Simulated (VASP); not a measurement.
Method: LDA (Ceperley-Alder, Perdew-Zunger), VASP's LDA PAW potentials (set 64) (plane waves; VASP).

A VASP calculation is set up with these files.

### POSCAR
```
CuAu
1.0
  2.7440000000   0.0000000000   0.0000000000
  0.0000000000   2.7440000000   0.0000000000
  0.0000000000   0.0000000000   3.5966000000
Cu Au
1 1
Cart
  0.0018055520   0.0451113600   0.0417097702
  1.3701944480   1.3268886400   1.7565902298
```

### INCAR
```
ALGO = Normal
EDIFF = 1E-6
ENCUT = 300
ISIF = 2
ISMEAR = 0
LASPH = .TRUE.
LCHARG = .FALSE.
LMAXMIX = 6
LREAL = .FALSE.
LWAVE = .FALSE.
NELM = 100
PREC = Accurate
SIGMA = 0.2
SYSTEM = CuAu
```

File KPOINTS:
```
kpoints
0
gamma
 7 7 6
```

POTCAR, in this order: Cu Au (LDA.64 set). Program: vasp_std.

The resulting files:

**OSZICAR**
```
       N       E                     dE             d eps       ncg     rms          rms(c)
DAV:   1     0.931347758599E+02    0.93135E+02   -0.82763E+03  4763   0.140E+03
DAV:   2    -0.796392199664E+01   -0.10110E+03   -0.96554E+02  4552   0.265E+02
DAV:   3    -0.103494710865E+02   -0.23855E+01   -0.23699E+01  5609   0.493E+01
DAV:   4    -0.103749370310E+02   -0.25466E-01   -0.25462E-01  5012   0.431E+00
DAV:   5    -0.103757737772E+02   -0.83675E-03   -0.83674E-03  6603   0.856E-01    0.139E+01
DAV:   6    -0.967630061949E+01    0.69947E+00   -0.82871E+00  4502   0.840E+01    0.597E+00
DAV:   7    -0.934871562454E+01    0.32758E+00   -0.34615E+00  5420   0.885E+01    0.670E+00
DAV:   8    -0.926135753923E+01    0.87358E-01   -0.33410E-01  5416   0.164E+01    0.296E+00
DAV:   9    -0.925244431521E+01    0.89132E-02   -0.27111E-02  6947   0.391E+00    0.125E-01
DAV:  10    -0.925221735932E+01    0.22696E-03   -0.25475E-03  5525   0.631E-01    0.826E-02
DAV:  11    -0.925220650515E+01    0.10854E-04   -0.78351E-05  5724   0.913E-02    0.373E-02
DAV:  12    -0.925220445317E+01    0.20520E-05   -0.30583E-06  4588   0.572E-02    0.152E-02
DAV:  13    -0.925220433082E+01    0.12235E-06   -0.12057E-06  2701   0.187E-02
   1 F= -.92522043E+01 E0= -.92491888E+01  d E =-.603097E-02
```

OUTCAR:
```
------------------------ aborting loop because EDIFF is reached ----------------------------------------
  FORCE on cell =-STRESS in cart. coord.  units (eV):
  Direction    XX          YY          ZZ          XY          YZ          ZX
  --------------------------------------------------------------------------------------
  Total        0.7021363      0.6271215      0.6573696      0.0044993      0.1936217      0.0080322
  in kB       41.5404962     37.1023946     38.8919592      0.2661926     11.4552401      0.4752101
  external PRESSURE =      39.1782834 kB  Pullay stress =       0.0000000 kB
  volume of cell :       27.08
      direct lattice vectors                 reciprocal lattice vectors
     2.744000000  0.000000000  0.000000000     0.364431487  0.000000000  0.000000000
     0.000000000  2.744000000  0.000000000     0.000000000  0.364431487  0.000000000
     0.000000000  0.000000000  3.596600000     0.000000000  0.000000000  0.278040371
 POSITION                                       TOTAL-FORCE (eV/Angst)
 -----------------------------------------------------------------------------------
      0.00181      0.04511      0.04171        -0.016553     -0.405675     -0.736134
      1.37019      1.32689      1.75659         0.016553      0.405675      0.736134
 -----------------------------------------------------------------------------------
    total drift:                                0.000375     -0.000413     -0.000760
  FREE ENERGIE OF THE ION-ELECTRON SYSTEM (eV)
  ---------------------------------------------------
  free  energy   TOTEN  =        -9.2522043308 eV

  energy  without entropy=       -9.2461733604  energy(sigma->0) =       -9.24918885
```
(Selected blocks of OUTCAR.)

At this cut-off the stress carries a Pulay error, which pulls relaxed volumes low.

The structure is a typed CuAu crystal. The cell was not relaxed at this level, atoms are displaced from their ideal sites, and its volume differs by -5.9 % from the start's. The k-mesh is coarse (spacing up to 0.33 per Å, 2π included), so the numbers may not be converged in it.
